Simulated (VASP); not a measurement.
```yaml
crystal:
  lattice:
    - [0.00000, 2.65157, 2.65157]
    - [2.65157, 0.00000, 2.65157]
    - [2.65157, 2.65157, 0.00000]
  atoms:
    - { symbol: Yb, position: [0.00000, 0.00000, 0.00000] }
```

Level of theory: SCAN meta-GGA, VASP's PBE PAW potentials (set 64) (plane waves; VASP 6.6.1). Settings: 520 eV cut-off, 10×10×10 Γ-centred mesh, tetrahedra with Blöchl corrections, potentials Yb_2.

The 4f electrons are frozen in the core of the lanthanide potential, so 4f levels, which can set the real gap, and their magnetism are missing.

Problem. Estimate the energy per atom (σ→0), band gap (over mesh and band path) with the smallest direct gap where there is one.

Solution. 
The band gap (over mesh and band path) is none (metal, semimetal or under 0.01 eV) and the energy per atom (σ→0) comes out as -50.530 eV/atom.

Total energies compare only between runs with the same potentials, cut-off and functional.

The compound is Yb in the fcc structure. It was relaxed first, which changed the volume by -9 %.
